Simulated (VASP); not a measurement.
Here is the system:

```xyz
2
Lattice="0.0000 2.4304 2.4304 2.4304 0.0000 2.4304 2.4304 2.4304 0.0000" Properties=species:S:1:pos:R:3 pbc="T T T"
Be     2.4304     0.0000     2.4304
S      1.2152     1.2152     1.2152
```

Computed with rev-vdW-DF2, VASP's PBE PAW potentials (set 64) (plane waves; VASP 6.6.1). Run with 520 eV cut-off, 9×9×9 Γ-centred mesh, Gaussian smearing of 0.050 eV, potentials Be S.

### Question
Predict the energy per atom (σ→0).

### Answer

- energy per atom (σ→0): -4230 meV/atom

The absolute energy has meaning only against runs of the same code, potentials and settings.

The compound is BeS in the zinc blende structure. It was relaxed first.
